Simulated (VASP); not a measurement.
A run of VASP 6.6.1:

INCAR

```
SYSTEM = FeI2
ALGO = Fast ; EDIFF = 1E-7
ENCUT = 520 ; GGA = PS
ISIF = 2 ; ISMEAR = 0
ISPIN = 2 ; LASPH = .TRUE.
LCHARG = .FALSE. ; LDAU = .TRUE.
LDAUJ = 0 0 ; LDAUL = 2 -1
LDAUPRINT = 1 ; LDAUTYPE = 2
LDAUU = 4 0 ; LMAXMIX = 4
LORBIT = 11 ; LREAL = .FALSE.
LWAVE = .FALSE. ; MAGMOM = 3 -3 0 0 0 0
NELM = 120 ; PREC = Accurate
SIGMA = 0.05
```

Contents of KPOINTS:

```
k-points
0
G
  6 6 2
  0 0 0
```

The input POSCAR:

```
FeI2
1.0
    4.0399994600      0.0000000000      0.0000000000
   -2.0199997300      3.4987421600      0.0000000000
    0.0000000000      0.0000000000     13.5000020000
Fe I
2 4
Direct
    0.0000000000      0.0000000000      0.0000000000
    0.0000000000      0.0000000000      0.5000000000
    0.3333333333      0.6666666667      0.1250000000
    0.6666666667      0.3333333333      0.3750000000
    0.3333333333      0.6666666667      0.6250000000
    0.6666666667      0.3333333333      0.8750000000
```

Potentials or basis: VASP PAW PBE potentials, release 64 (Fe, I).

The run is started by

```console
$ cat potpaw_PBE.64/Fe/POTCAR potpaw_PBE.64/I/POTCAR > POTCAR
$ mpirun -np 1 vasp_std > vasp.out
```

Hardware: 1 thread of Intel(R) Xeon(R) Platinum 8488C (Sapphire Rapids), on a shared host.

How long does it take, and how much memory?

It took 3.1 min on 1 thread of Intel(R) Xeon(R) Platinum 8488C (Sapphire Rapids), with other jobs on the host, peak memory 0.4 GiB. Counts: scf iterations 20, k points 14.
